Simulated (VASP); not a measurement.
Given:

```
NiSb
1.0
    1.96064    -3.39593     0.00000
    1.96064     3.39593     0.00000
    0.00000     0.00000     5.10237
Ni Sb
2 2
Direct
  0.00000   0.00000   0.50000
  0.00000   0.00000   0.00000
  0.33333   0.66667   0.25000
  0.66667   0.33333   0.75000
```

These are r2SCAN+rVV10, VASP's PBE PAW potentials (set 64) (plane waves; VASP) values and carry that method's errors. Run with 520 eV cut-off, 10×10×7 Γ-centred mesh, tetrahedra with Blöchl corrections, potentials Ni Sb.

Unless said otherwise, spin-orbit coupling is left out, though it shifts the bands of the heavy elements here.

**Question.** Tabulate the total density of states (states/eV per cell) against energy (eV; zero at the valence-band maximum or, without a gap, the Fermi level).

**Answer.** 
```
E (eV)  DOS (states/eV)
------  ---------------
-9.97              3.10
-9.39              0.73
-8.80              0.13
-8.33              0.00
-7.75              0.00
-7.17              0.00
-6.58              1.30
-6.00              1.73
-5.53              1.40
-4.95              1.76
-4.36              1.96
-3.78              4.55
-3.19              6.53
-2.73              5.94
-2.14              15.2
-1.56              9.72
-0.97              2.61
-0.51              2.23
0.08               1.68
0.66               1.59
1.25               1.59
1.83               1.59
2.30               1.33
2.88               1.70
3.46               1.38
```
Within 2 eV below the Fermi level the largest weight inside VASP's projection spheres is Ni d.

The compound is NiSb in the NiAs type structure. It was relaxed first. The run is not spin-polarised, so no magnetic state was tried.
